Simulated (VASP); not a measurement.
Method: LDA (Ceperley-Alder, Perdew-Zunger), VASP's LDA PAW potentials (set 64) (plane waves; VASP 6.6.1).

The input files of a VASP run:

POSCAR:
```
KMgF3
1
    3.6351275886     0.0000000000     0.0000000000
    0.0000000000     3.6351275886     0.0000000000
    0.0000000000     0.0000000000     3.6351275886
K Mg F
1 1 3
Direct
  0.0000000000   0.0000000000   0.0000000000
  0.5000000000   0.5000000000   0.5000000000
  0.5000000000   0.0000000000   0.5000000000
  0.0000000000   0.5000000000   0.5000000000
  0.5000000000   0.5000000000   0.0000000000
```

**INCAR**
```
# general
SYSTEM  = KMgF3
PREC    = Accurate
ENCUT   = 620
LREAL   = F
LASPH   = T

# electronic loop
EDIFF   = 1E-6   # SCF stop (eV)
NELM    = 100
ALGO    = Normal

# smearing
ISMEAR  = 0   # Gaussian
SIGMA   = 0.05   # width (eV)

# ions
IBRION  = 2
NSW     = 40   # most ionic steps
ISIF    = 3
EDIFFG  = -0.02
PSTRESS = 450   # kbar

# output
LWAVE   = F
LCHARG  = F
```

### KPOINTS
```
kpoints
0
gamma
 6 6 6
```

POTCAR, in this order: K_sv Mg F (LDA.64 set). Program: vasp_std.

Task: What will the output report for the number of irreducible k-points (NKPTS), largest plane-wave count, number of space-group operations, FFT grid (NGX, NGY, NGZ)?

Result: 
```yaml
number of irreducible k-points (NKPTS): 20
largest_plane_wave_count: 1743
number_of_space_group_operations: 48
FFT grid (NGX, NGY, NGZ): 30 × 30 × 30
```

The compound is KMgF3 in the cubic perovskite structure. This run relaxes it under an external pressure of 45 GPa. Symmetry was kept, so distortions that lower it aren't found.
